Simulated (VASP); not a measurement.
## Fe₃Ge (space group P6_3/mmc): computed properties

Calculation: r2SCAN meta-GGA, VASP's PBE PAW potentials (set 64) (plane waves; VASP).

For Fe3Ge, the space group comes out as P6_3/mmc (194) and the cell is a = b = 5.1649 Å, c = 4.2162 Å, α = β = 90.00°, γ = 120.00°. The volume per atom is 12.18 Å³/atom, the band gap (over mesh and band path) is none (metal, semimetal or under 0.01 eV) and the cell moment is 15.16 μB. The density is 8.19 g/cm³.

```cif
data_Fe6Ge2
_chemical_formula_sum 'Fe6 Ge2'
_space_group_name_H-M_alt 'P63/mmc'
_space_group_IT_number 194
_space_group_name_Hall '-P 6c 2c'
_cell_length_a 5.16490
_cell_length_b 5.16490
_cell_length_c 4.21618
_cell_angle_alpha 90.000
_cell_angle_beta 90.000
_cell_angle_gamma 120.000
loop_
_atom_site_label
_atom_site_type_symbol
_atom_site_symmetry_multiplicity
_atom_site_Wyckoff_symbol
_atom_site_fract_x
_atom_site_fract_y
_atom_site_fract_z
_atom_site_occupancy
Fe1 Fe 6 h 0.32156 0.16078 0.25000 1
Ge1 Ge 2 c 0.33333 0.66667 0.25000 1
```

The run has a spin-polarised start.

The structure comes from a computed database's Fe3Ge entry (P6_3/mmc); how it stands against other phases isn't given here. It was relaxed first. Symmetry was kept, so distortions that lower it aren't found.
